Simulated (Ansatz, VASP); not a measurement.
## Ba3SiS in VASP and in Ansatz

```
Ba Si S
1.0
     5.94122    0.00000    0.00000
     0.00000    5.94122    0.00000
     0.00000    0.00000    5.94122
Ba Si S
3 1 1
Direct
  0.50000 0.50000 0.00000
  0.50000 0.00000 0.50000
  0.00000 0.50000 0.50000
  0.00000 0.00000 0.00000
  0.50000 0.50000 0.50000
```

Change from the starting cell: species swapped into the Pr3AlN type (Pm-3m, No. 221).

Alike in both runs: functional PBE; k mesh 6 × 6 × 6; occupations gaussian, width 0.01 eV; no spin polarisation.

Ansatz relaxed the structure, and its values are those at the end. VASP's run is a single point on that final structure, the one shown.

|  | VASP | Ansatz |
| --- | --- | --- |
| version | VASP 6.6.1 | Ansatz 0.2.0 |
| potentials or method | VASP PAW PBE potentials, release 64 (Ba_sv, Si, S) | scalar-relativistic, plane waves, PAW |
| plane-wave cutoff (eV) | 520 | 420 |
| valence electrons in the cell | 40 | 40 |

```csv
,VASP,Ansatz,Ansatz less VASP
gap on the k mesh at the Fermi level (eV),0.05,0.05,-0.003
least direct gap on the mesh (eV),0.15,0.15,+0.003
pressure (GPa),0.5,0.0,-0.46
```

Caveats: spin-orbit coupling is left out, which moves the levels of the heavy elements.
